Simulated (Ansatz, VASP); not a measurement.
# Cross-check of LiF (Griceite) between VASP and Ansatz, part 2 of 2

Wanted: the spread between two codes on one cell, functional and k mesh. The cell is taken from a series of runs on this material, whose earlier steps may have relaxed, scaled, displaced or heated it; both programs get it as it stands.

VASP 6.6.1 and Ansatz 0.2.0.

So far: Starting point; VASP: zone-centre phonons, PBE.

### 3. Ansatz: zone-centre phonons, PBE

Level of this step: Ansatz beside VASP: Kohn-Sham DFT, plane waves, PBE (Ansatz).

Ansatz runs on its PAW soft_1 files.

The same cell, functional and mesh now go to Ansatz, which takes its cutoff from its data sets.

Contents of input.yaml:

```yaml
crystal:
  lattice:
    - [0.0, 2.0603698645, 2.0603698645]
    - [2.0603698645, 0.0, 2.0603698645]
    - [2.0603698645, 2.0603698645, 0.0]
  atoms:
    - { symbol: Li, position: [0.0, 0.0, 0.0] }
    - { symbol: F, position: [0.5, 0.5, 0.5] }
kpoints:
  mp_grid: { grid: [12, 12, 12] }
hamiltonian:
  xc: pbe
  pseudopotentials: { kind: paw, azcp: { folder: soft_1 } }
scf:
  occupations: { method: fixed }
output:
  eigenvalues: true
phonons:
  method: dfpt
  dielectric: true
  rigid_motions: translations
```

Command:

```bash
$ ansatz run input.yaml --threads 4 --pin off --max-ram 10240MiB --backend cpu --events-out ev --progress --plain --runs-dir out
```

Numbers of over 12 decimals in the logs are rounded to 6 here.

The log of the run:

```text
Engine: ansatz 0.2.0, x86_64-unknown-linux-gnu
Pseudopotentials: kind: paw
Pseudopotential: Li, paw, valence charge 3, recommended cutoff 420 eV (normal), soft_1/Li.paw.azcp
Pseudopotential: F, paw, valence charge 7, recommended cutoff 420 eV (normal), soft_1/F.paw.azcp
Functional definition: PBE
  parameter kappa = 0.804
  parameter beta = 0.066725
  exchange = pbe_x(kappa = kappa, mu = beta*pi^2/3)
  correlation = pbe_c(beta = beta)
Crystal: 2 atoms, lattice volume = 17.493 Å³
Basis set: ecut = 420 eV, 331 PW (Γ), exchange–correlation on 40×40×40 points (8 copies of the dense FFT grid, shifted against one another)
Bands: 9, of which v1, the nominal top of the filled ones, is band 5 counted from 1 (4 counted from 0)
Symmetry: 48 space group operations
k-points: 163 of 1728 (irreducible under 8 space group operations, time reversal used)
Non-local potential: Li, projectors of the file, l = 0: 3, l = 1: 2, l = 2: 1
Non-local potential: F, projectors of the file, l = 0: 2, l = 1: 2, l = 2: 1
PAW form: soft (Blöchl's): semilocal exchange-correlation on the pseudo side does not see the compensation charge
PAW one-centre angular grid: Li, 110 points (default); XC on 96 Gauss nodes
PAW one-centre angular grid: F, 110 points (default); XC on 64 Gauss nodes
Initial density: superposition of atomic densities (chi_scale 0.1, normalization cell, long waves kept (reshape's long-wave potential 0.00 eV rms))
Initial wavefunctions: pseudopotential atomic-orbital guess
Functional: x = pbe(κ = 0.804, μ = 0.219515), c = pbe(β = 0.066725)
SCF iter   1: F=—  HF=-1016.018825 eV  |F-HF|=—  |Δ(HF+E_count)|=         —  Δρ=5.80e-2  dr2=3.16e-1  ethr=3.10e-3  ⟨swp⟩=4.0  Hψ=8153  notcnv=0  defer=289
preconditioner: auto → none  [insulator: Δε(μ)=7.637 eV  Ē_g=21.107 eV  n_scr=0 (ndim 8)  ℏωp=25.1 eV  f_vac=0.000  ε∞_Penn≈2.4]
SCF iter   2: F=—  HF=-1016.136912 eV  |F-HF|=—  |Δ(HF+E_count)|=   1.18e-1  Δρ=3.09e-2  dr2=8.44e-2  ethr=3.10e-3  ⟨swp⟩=2.0  Hψ=3140  notcnv=0  defer=283
SCF iter   3: F=—  HF=-1016.171882 eV  |F-HF|=—  |Δ(HF+E_count)|=   3.50e-2  Δρ=1.56e-2  dr2=2.11e-2  ethr=8.44e-4  ⟨swp⟩=2.0  Hψ=2400  notcnv=0  defer=318
SCF iter   4: F=—  HF=-1016.170878 eV  |F-HF|=—  |Δ(HF+E_count)|=   1.00e-3  Δρ=1.14e-3  dr2=1.55e-4  ethr=2.11e-4  ⟨swp⟩=2.8  Hψ=2304  notcnv=0  defer=322
SCF iter   5: F=—  HF=-1016.171040 eV  |F-HF|=—  |Δ(HF+E_count)|=   1.62e-4  Δρ=9.49e-5  dr2=6.07e-7  ethr=1.55e-6  ⟨swp⟩=2.7  Hψ=2502  notcnv=0  defer=322
SCF iter   6: F=—  HF=-1016.171039 eV  |F-HF|=—  |Δ(HF+E_count)|=   1.04e-6  Δρ=1.80e-5  dr2=2.34e-8  ethr=6.07e-9  ⟨swp⟩=2.9  Hψ=2180  notcnv=0
SCF iter   7: F=—  HF=-1016.171039 eV  |F-HF|=—  |Δ(HF+E_count)|=   2.77e-8  Δρ=2.11e-6  dr2=2.44e-10  ethr=2.34e-10  ⟨swp⟩=2.2  Hψ=2120  notcnv=0
SCF iter   8: F=-1016.171039 eV  HF=-1016.171039 eV  |F-HF|=2.27e-13  |Δ(HF+E_count)|=  6.80e-10  Δρ=2.65e-8  dr2=4.37e-14  ethr=1.00e-12  ⟨swp⟩=6.6  Hψ=7350  notcnv=0
SCF 1 converged in 8 iterations: F = -1016.171039 eV  dr2 = 4.37e-14
  greatest PAW one-centre occupation: 1.000 electrons in one spin orbital (limit 2), on the Li atom at site 0 (counted from 0), in its partial waves of l = 0
NSCF: frozen V_eff on 1 k-points
DFPT response loops at Γ: preconditioner auto → none (the input reference at scf.mixing.eps_inf says where Resta's filter doesn't serve); β = 0.50; Broyden in place of MSR1
SCF converged after 8 iterations
Free energy (F): -1016.171039 eV
Harris-Foulkes:  -1016.171039 eV  (|F-HF|=2.27e-13)
Internal energy: -1016.171039 eV  (E = F + TS)
E sigma→0 (E₀):  -1016.171039 eV
Fermi energy:    0.437535 eV
--- Per-component energies (eV) ---
  E_band       = -122.796316
  E_kinetic    = 215.394026
  E_local      = -673.121840  (includes V_loc(G=0)·N_el)
  E_nonlocal   = 67.520783
  E_hartree    = 234.815505
  E_xc         = -87.018039
  E_vxc        = -111.666453  (∫ρ·V_xc dr)
  E_paw        = -229.171331  (= ΣΔE_a)
  E_vpaw       = -90.554850  (= ΣTr[D̂ρ^β])
  E_aug_tail   = 0.001005  (compensation charges beyond the density's cutoff)
  E_ewald      = -544.591147
  E_smearing   = -0.000000  (= −TS)
  E_closure    = -0.000000  (closes the sum)
  Σ components = -1016.171039   (vs F -1016.171039, Δ=0.00e0)
--- Band table (eV; the first three rows and the last of 163) ---
  k-point 0: bands = ["-40.6228", "-19.3484", "0.4373", "0.4373", "0.4373", "8.9504", "23.5065", "23.5065", "23.5065"]
  k-point 1: bands = ["-40.6199", "-19.3244", "0.2480", "0.4229", "0.4229", "9.1585", "21.5348", "22.6239", "22.6239"]
  k-point 2: bands = ["-40.6119", "-19.2576", "-0.2331", "0.3844", "0.3844", "9.6752", "19.3844", "21.4414", "21.4414"]
  k-point 162: bands = ["-40.5673", "-18.7692", "-1.4323", "-1.4323", "-0.2929", "14.9659", "14.9659", "17.2420", "18.8177"]
--- Phonons (Γ-DFPT): 2 representative perturbations + reference, on 163 of 1728 k-points (Σ response iterations 7) ---
  k mesh reduced under 8 symmetry operations, with k and −k counted as one. Each operation leaves every solved perturbation unchanged. A smaller set is not considered because the run solves the response to a homogeneous field
  ASR residual: 4.020e-5 → 0.000e0 eV/Å²; symmetrization residual: 6.521e-8 eV/Å²
  ASR residual per site (eV/Å²): 4.02e-5 1.24e-5
  Γ frequencies (cm⁻¹): 0.00 0.00 0.00 232.03 232.03 232.03
  ε∞ (high-frequency dielectric tensor):
        2.036748    -0.000000    -0.000000
        0.000000     2.036748    -0.000000
        0.000000     0.000000     2.036748
  ε⁰ (static dielectric tensor: ions relaxed, cell fixed):
       13.537690    -0.000000    -0.000000
        0.000000    13.537690    -0.000000
        0.000000    -0.000000    13.537690
  ε⁰ − ε∞ (ionic part):
       11.500942     0.000000    -0.000000
        0.000000    11.500942    -0.000000
       -0.000000    -0.000000    11.500942
  softest optical mode at Γ: 232.03 cm⁻¹; the repairs (sum rule, projections) moved no ω² at Γ by more than (1.26 cm⁻¹)²
  Born effective charges Z* (e; rows j = field, columns β = displacement):
    site 0:
         1.05780    0.00000    0.00000
        -0.00000    1.05780    0.00000
         0.00000   -0.00000    1.05780
    site 1:
        -1.05780   -0.00000    0.00000
         0.00000   -1.05780   -0.00000
         0.00000    0.00000   -1.05780
  Z* charge neutrality: 2.175e-5 e pre-enforcement
  k-mesh period / interband length: 35.0 Å / 0.76 Å = 45.86 at k = (0.0000, 0.0000, -0.5000), direct gap 10.648 eV — 14 or more, which is no proof of convergence
  optical modes at Γ without the LO–TO term, one row a degenerate level:
      ω (cm⁻¹)  modes    IR ((D/Å)²/amu)
        232.03      3            15.2356
  optical modes at Γ + LO–TO along q̂ = [1.0000, 0.0000, 0.0000]:
      ω (cm⁻¹)  modes    IR ((D/Å)²/amu)
        232.03      2            10.1571
        598.21      1             5.0785
  optical modes at Γ + LO–TO along q̂ = [0.0000, 1.0000, 0.0000]:
      ω (cm⁻¹)  modes    IR ((D/Å)²/amu)
        232.03      2            10.1571
        598.21      1             5.0785
  optical modes at Γ + LO–TO along q̂ = [0.0000, 0.0000, 1.0000]:
      ω (cm⁻¹)  modes    IR ((D/Å)²/amu)
        232.03      2            10.1571
        598.21      1             5.0785
```

### 4. Differences

Known differences besides the potentials themselves: fixed occupations in Ansatz, narrow Gaussian smearing in VASP; the cutoff is 420 eV in Ansatz and 750 eV in VASP. Total energies have different zeros and are not compared.

Compared:

```
                                     quantity  Ansatz   VASP  difference
                                        ε∞ xx    2.04   2.04     -0.03 %
                                        ε∞ yy    2.04   2.04     -0.03 %
                                        ε∞ zz    2.04   2.04     -0.03 %
Born charge of Li1 (mean of the diagonal) (e)    1.06   1.06        0.00
 Born charge of F2 (mean of the diagonal) (e)   -1.06  -1.06        0.00
                   optical mode 1 to 3 (cm⁻¹)   232.0  231.4     +0.26 %
```

Modes are paired by rising frequency, not by their patterns, so a pair may set unlike modes beside each other; they are those without the splitting of longitudinal modes.

### 5. Summary of results

```json
{
 "r.m.s. difference of the optical zone-centre modes, each program's sorted by frequency (zone-centre phonons, PBE)": "0.60 cm⁻¹"
}
```

What this shows: The r.m.s. difference of the optical zone-centre modes, each program's sorted by frequency is 0.60 cm⁻¹ (zone-centre phonons, PBE). How closely two codes agree says nothing of how well the functional describes the real material.

[Lines on the potential files, build, host, timing and source positions are cut from VASP's logs without a mark.]

[Logs are printed without paths, hosts, clocks, repeated set-up lines and the standing remarks that a program may print on its own settings, such as how far it seeks lower states.]

[Hosts, paths, dates, database ids (printed as entryN), source tags and the programs' standing remarks are cut or masked in the printed files.]
